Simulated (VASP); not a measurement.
Input:

```
CELL_PARAMETERS angstrom
      5.82766     0.00000     0.00000
      0.00000     5.82766     0.00000
      0.00000     0.00000     5.90282
ATOMIC_POSITIONS crystal
  Zn 0.00000 0.00000 0.00000
  Zn 0.50000 0.50000 0.00000
  Se 0.25000 0.25000 0.22602
  Se 0.75000 0.75000 0.22602
  Se 0.75000 0.25000 0.77398
  Se 0.25000 0.75000 0.77398
  Cd 0.50000 0.00000 0.50000
  Cd 0.00000 0.50000 0.50000
```

Level of theory: PBEsol GGA, VASP's PBE PAW potentials (set 64) (plane waves; VASP 6.6.1). Run with 400 eV cut-off, 5×5×4 Γ-centred mesh, tetrahedra with Blöchl corrections, potentials Zn Se Cd.

The cores are frozen, which limits the accuracy of field gradients.

Q: Give the principal components of the electric field gradient (V/Å²) and the asymmetry η at each nucleus.

A: 
| atom | Vxx | Vyy | Vzz | η |
|---|---|---|---|---|
| Zn1 | -6.4 | -6.4 | 12.8 | 0.00 |
| Zn2 | -6.4 | -6.4 | 12.8 | 0.00 |
| Se3 | 25.0 | 8.1 | -33.1 | 0.51 |
| Se4 | 25.0 | 8.1 | -33.1 | 0.51 |
| Se5 | 25.0 | 8.1 | -33.1 | 0.51 |
| Se6 | 25.0 | 8.1 | -33.1 | 0.51 |
| Cd7 | 14.4 | 14.4 | -28.9 | 0.00 |
| Cd8 | 14.4 | 14.4 | -28.9 | 0.00 |

The structure was generated: Cd2Zn2Se4 was put into an ordered model structure (P-4m2), which need not be its known phase. It was relaxed first.
